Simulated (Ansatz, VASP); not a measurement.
# SnTe: VASP beside Ansatz

Aim: how closely do two programs agree when they are given the same cell, functional and k mesh? The cell is taken from a series of VASP runs on this material, whose earlier steps may have relaxed, scaled or displaced it; both programs get it as it stands.

Main program and level: Ansatz 0.2.0; plane waves, with VASP 6.6.1 beside it; relaxation of cell and atoms at HSE06.

### Step 1. Set-up

It takes space group Fm-3m (No. 225, cubic). Conventional cell: a = 6.376 Å, b = 6.376 Å, c = 6.376 Å, α = 90.00°, β = 90.00°, γ = 90.00°. Nearest to Te lie 6 Sn at 3.19 Å. Nearest to Sn lie 6 Te at 3.19 Å. Farther neighbours and most contacts between anions are not listed.

### Step 2. VASP: relaxation of cell and atoms, HSE06

The relaxed volume is the usual yardstick between codes: its relative difference is about their pressure difference at one cell divided by the bulk modulus.

Lines of VASP's logs that name or quote its potential files are left out, and so is its time.

The run reads the wave functions of an earlier VASP run, which isn't shown here.

INCAR

```
SYSTEM = SnTe
PREC = Accurate
ENCUT = 450
EDIFF = 1E-06
NELM = 100
ISMEAR = 0
SIGMA = 0.03
LREAL = .FALSE.
ALGO = Normal
LHFCALC = .TRUE.
AEXX = 0.25
GGA = PE
HFSCREEN = 0.2
LASPH = .TRUE.
NBANDS = 16
PRECFOCK = Fast
LORBIT = 11
LWAVE = .FALSE.
LCHARG = .FALSE.
KPAR = 4
IBRION = 2
NSW = 50
ISIF = 3
EDIFFG = -0.006
```

POSCAR

```
SnTe
1.0
    0.0000000000      3.1877545079      3.1877545079
    3.1877545079      0.0000000000      3.1877545079
    3.1877545079      3.1877545079      0.0000000000
Te Sn
1 1
Direct
    0.5000000000      0.5000000000      0.5000000000
    0.0000000000      0.0000000000      0.0000000000
```

KPOINTS

```
Automatic mesh
0
Gamma
4 4 4
0 0 0
```

The projector-augmented-wave data sets are Te and Sn_d (PBE family, release 64).

Command:

```sh
> mpirun -np 4 vasp_std
```

Numbers of over 12 decimals in the logs are rounded to 6 here.

Output:

```text
[banner, memory and clock lines left out]
running    4 mpi-ranks, on    1 nodes
 distrk:  each k-point on    1 cores,    4 groups
 distr:  one band on    1 cores,    1 groups

 POSCAR found type information on POSCAR TeSn
 POSCAR found :  2 types and       2 ions
 LDA part: xc-table for (Slater+PW92), standard interpolation
 found WAVECAR, reading the header
 POSCAR, INCAR and KPOINTS ok, starting setup
 FFT: planning ... GRIDC
 FFT: planning ... GRID_SOFT
 FFT: planning ... GRID
 reading WAVECAR
 the WAVECAR file was read successfully
 initial charge from wavefunction
 entering main loop
       N       E                     dE             d eps       ncg     rms          rms(c)
DAV:   1    -0.903889469175E+01   -0.90389E+01   -0.13673E+00   264   0.100E+01    0.942E+00
DAV:   2    -0.905461030336E+01   -0.15716E-01   -0.46753E-02   296   0.157E+00    0.598E+00
DAV:   3    -0.905105896838E+01    0.35513E-02   -0.45992E-03   320   0.594E-01    0.359E+00
DAV:   4    -0.905049808623E+01    0.56088E-03   -0.21843E-03   288   0.315E-01    0.217E+00
DAV:   5    -0.905047853930E+01    0.19547E-04   -0.38861E-04   344   0.151E-01    0.133E+00
DAV:   6    -0.905045745837E+01    0.21081E-04   -0.32427E-05   352   0.653E-02    0.795E-01
DAV:   7    -0.905044969453E+01    0.77638E-05   -0.80289E-06   344   0.287E-02    0.472E-01
DAV:   8    -0.905044944652E+01    0.24802E-06   -0.29827E-06   328   0.129E-02
   1 F= -.90504494E+01 E0= -.90504494E+01  d E =-.905045E+01
 curvature:   0.00 expect dE= 0.000E+00 dE for cont linesearch  0.000E+00
 trial: gam= 0.00000 g(F)=  0.105E-47 g(S)=  0.183E-02 ort = 0.000E+00 (trialstep = 0.100E+01)
 search vector abs. value=  0.183E-02
 bond charge predicted
       N       E                     dE             d eps       ncg     rms          rms(c)
DAV:   1    -0.906970875971E+01   -0.19259E-01   -0.43480E-01   304   0.989E+00    0.974E-01
DAV:   2    -0.905674828098E+01    0.12960E-01   -0.11891E-02   320   0.172E+00    0.465E-01
DAV:   3    -0.905229712471E+01    0.44512E-02   -0.62548E-03   328   0.115E+00    0.220E-01
DAV:   4    -0.905150690387E+01    0.79022E-03   -0.16176E-03   376   0.496E-01    0.118E-01
DAV:   5    -0.905133294528E+01    0.17396E-03   -0.23833E-04   376   0.196E-01    0.123E-01
DAV:   6    -0.905127560466E+01    0.57341E-04   -0.36066E-05   376   0.809E-02    0.960E-02
DAV:   7    -0.905125628153E+01    0.19323E-04   -0.76654E-06   352   0.344E-02    0.675E-02
DAV:   8    -0.905124995701E+01    0.63245E-05   -0.19686E-06   256   0.151E-02    0.461E-02
DAV:   9    -0.905124801817E+01    0.19388E-05   -0.79793E-07   200   0.755E-03    0.312E-02
DAV:  10    -0.905124744445E+01    0.57372E-06   -0.30634E-07   168   0.518E-03
   2 F= -.90512474E+01 E0= -.90512472E+01  d E =-.797998E-03
 trial-energy change:   -0.000798  1 .order   -0.000683   -0.001827    0.000460
 step:   0.8393(harm=  0.7987)  dis= 0.00000  next Energy=    -9.051284 (dE=-0.835E-03)
 bond charge predicted
       N       E                     dE             d eps       ncg     rms          rms(c)
DAV:   1    -0.905174438616E+01   -0.49637E-03   -0.11390E-02   304   0.163E+00    0.137E-01
DAV:   2    -0.905142258666E+01    0.32180E-03   -0.30757E-04   328   0.277E-01    0.745E-02
DAV:   3    -0.905130996904E+01    0.11262E-03   -0.16023E-04   328   0.183E-01    0.393E-02
DAV:   4    -0.905128928266E+01    0.20686E-04   -0.41746E-05   384   0.796E-02    0.144E-02
DAV:   5    -0.905128419314E+01    0.50895E-05   -0.60034E-06   272   0.314E-02    0.158E-02
DAV:   6    -0.905128225307E+01    0.19401E-05   -0.97014E-07   192   0.131E-02    0.118E-02
DAV:   7    -0.905128143765E+01    0.81542E-06   -0.34310E-07   144   0.586E-03
   3 F= -.90512814E+01 E0= -.90512813E+01  d E =-.831991E-03
 curvature:  -0.38 expect dE=-0.399E-08 dE for cont linesearch -0.399E-08
 trial: gam= 0.00000 g(F)=  0.684E-48 g(S)=  0.104E-07 ort =-0.436E-05 (trialstep = 0.968E+00)
 search vector abs. value=  0.105E-07
 reached required accuracy - stopping structural energy minimisation
```

Parts of OUTCAR (step 2):

```text
ion  position               nearest neighbor table
   1  0.500  0.500  0.500-   2 3.19   2 3.19   2 3.19   2 3.19   2 3.19   2 3.19
   2  0.000  0.000  0.000-   1 3.19   1 3.19   1 3.19   1 3.19   1 3.19   1 3.19

  LATTYP: Found a face centered cubic cell.
 ALAT       =     6.3755090158

 Subroutine GETGRP returns: Found 48 space group operations
 (whereof 48 operations were pure point group operations)

The static configuration has the point symmetry O_h .

 Found      8 irreducible k-points:

   k-points           NKPTS =      8   k-points in BZ     NKDIM =     64   number of bands    NBANDS=     16

   dimension x,y,z NGX =    32 NGY =   32 NGZ =   32
   dimension x,y,z NGXF=    64 NGYF=   64 NGZF=   64

   ENCUT  =  450.0 eV  33.07 Ry    5.75 a.u.   7.80  7.80  7.80*2*pi/ulx,y,z

   NELECT =      20.0000    total number of electrons

 k-points in reciprocal lattice and weights: Automatic mesh
   0.00000000  0.00000000  0.00000000       0.016
   0.25000000  0.00000000  0.00000000       0.125
   0.50000000  0.00000000  0.00000000       0.062
   0.25000000  0.25000000  0.00000000       0.094
   0.50000000  0.25000000  0.00000000       0.375
  -0.25000000  0.25000000  0.00000000       0.188
   0.50000000  0.50000000  0.00000000       0.047
  -0.25000000  0.50000000  0.25000000       0.094

  exchange ACFDT corr.  =         0.00000000  see jH, gK, PRB 81, 115126

 average (electrostatic) potential at core
       1 -84.1825       2 -94.9361

 E-fermi :   6.6462

 k-point     1 :       0.0000    0.0000    0.0000
  band No.  band energies     occupation
    ...
      6      -7.5364      2.00000
      7       1.3401      2.00000
      8       4.0622      2.00000
      9       4.0622      2.00000
     10       4.0622      2.00000
     11      10.3742      0.00000
     12      10.3742      0.00000
     13      10.3743      0.00000
     14      11.7481      0.00000
     15      11.7481      0.00000
    ...

 k-point     2 :       0.2500    0.0000    0.0000
  band No.  band energies     occupation
    ...
      6      -6.9943      2.00000
      7      -0.8630      2.00000
      8       4.1775      2.00000
      9       4.1775      2.00000
     10       5.4415      2.00000
     11       8.4166      0.00000
     12       8.4166      0.00000
     13       8.4469      0.00000
     14      12.1404      0.00000
     15      13.0237      0.00000
    ...

 k-point     3 :       0.5000    0.0000    0.0000
  band No.  band energies     occupation
    ...
      6      -6.1508      2.00000
      7      -2.6863      2.00000
      8       4.4018      2.00000
      9       4.4018      2.00000
     10       6.5551      1.99998
     11       6.7373      0.00002
     12       7.1373      0.00000
     13       7.1373      0.00000
     14      14.8870      0.00000
     15      15.8788      0.00000
    ...

  Total        0.0003795      0.0003795      0.0003795      0.0000000      0.0000000      0.0000000
  in kB        0.0094772      0.0094772      0.0094772      0.0000000      0.0000000      0.0000000
  external PRESSURE =       0.0094772 kB  Pullay stress =       0.0000000 kB

  energy-cutoff  :      450.00
  volume of cell :       64.16
      direct lattice vectors                 reciprocal lattice vectors
     0.000000000  3.177500305  3.177500305    -0.157356397  0.157356397  0.157356397
     3.177500305  0.000000000  3.177500305     0.157356397 -0.157356397  0.157356397
     3.177500305  3.177500305  0.000000000     0.157356397  0.157356397 -0.157356397

 POSITION                                       TOTAL-FORCE (eV/Angst)
 -----------------------------------------------------------------------------------
      3.17750      3.17750      3.17750        -0.000000      0.000000      0.000000
      0.00000      0.00000      0.00000         0.000000     -0.000000     -0.000000
 -----------------------------------------------------------------------------------
    total drift:                               -0.000002     -0.000002     -0.000002

  FREE ENERGIE OF THE ION-ELECTRON SYSTEM (eV)
  ---------------------------------------------------
  free  energy   TOTEN  =        -9.0512814377 eV

  energy  without entropy=       -9.0512812279  energy(sigma->0) =       -9.05128133

 reached required accuracy - stopping structural energy minimisation

 total charge
# of ion       s       p       d       tot
------------------------------------------
    1        1.343   2.112   0.025   3.480
    2        1.423   0.674   9.986  12.084
--------------------------------------------------
tot          2.765   2.786  10.012  15.563

[... 3 further parts left out ...]
```

The k-mesh is coarse for exact exchange; levels may shift by about 0.1 eV on a finer one.

(Continued in part 2 of 2.)

[Lines on the potential files, build, host, timing and source positions are cut from VASP's logs without a mark.]

[Logs are printed without paths, hosts, clocks, repeated set-up lines and the standing remarks that a program may print on its own settings, such as how far it seeks lower states.]

[Hosts, paths, dates, database ids (printed as entryN), source tags and the programs' standing remarks are cut or masked in the printed files.]
